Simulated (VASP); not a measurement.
TcSe2:

```
Tc Se
1.0
     0.00000    3.14575    3.14575
     3.14575    0.00000    3.14575
     3.14575    3.14575    0.00000
Tc Se
1 2
Direct
  0.00000 0.00000 0.00000
  0.25000 0.25000 0.25000
  0.75000 0.75000 0.75000
```

The cell comes from a database or a generator and needn't be the stable form of this composition.

Base run:

| Quantity | Value |
| --- | --- |
| Program | VASP 6.6.1 |
| Functional | PBE |
| Potentials or basis | VASP PAW PBE potentials, release 64 (Tc_pv, Se) |
| Cutoff | 520 eV |
| k mesh | 5 × 5 × 5 |
| Occupations | gaussian, width 0.05 eV |
| Spin | collinear spin, random start |
| Starting moments | [-0.28, 0.0, 0.0] μB |
| Hubbard terms | Tc d U = 8 eV |

Its results: band gap on the k mesh none (metal or under the smearing width); pressure 3.2 GPa.

**Question.** The run is repeated on the same cell with these changes: spin from collinear spin, random start to no spin polarisation; further incar settings from ALGO = Normal; EDIFF = 1e-06; NBANDS = 24 to ALGO = Fast; EDIFF = 1e-07. What comes out?

**Answer.** Band gap on the k mesh none (metal or under the smearing width); pressure 0.0 GPa.

Caveats: U without spin polarisation on a metal has little footing (some runs).

Not every run made on this cell is shown here.
